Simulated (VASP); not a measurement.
Given:

```
Rh
1.0
    0.00000     1.88737     1.88737
    1.88737     0.00000     1.88737
    1.88737     1.88737     0.00000
Rh
1
Direct
  0.00000   0.00000   0.00000
```

Calculation: PBEsol GGA, VASP's PBE PAW potentials (set 64) (plane waves; VASP 6.6.1). Settings: 480 eV cut-off, 16×16×16 Γ-centred mesh, first-order Methfessel-Paxton smearing of 0.10 eV, potentials Rh_pv.

Problem. Give the stress tensor in GPa (positive for a compressed cell).

Solution. 
```
1.23  0.00  0.00
0.00  1.23  0.00
0.00  0.00  1.23
```
The pressure is its mean diagonal, 1.23 GPa.

The compound is Rh in the fcc structure. It was relaxed first.
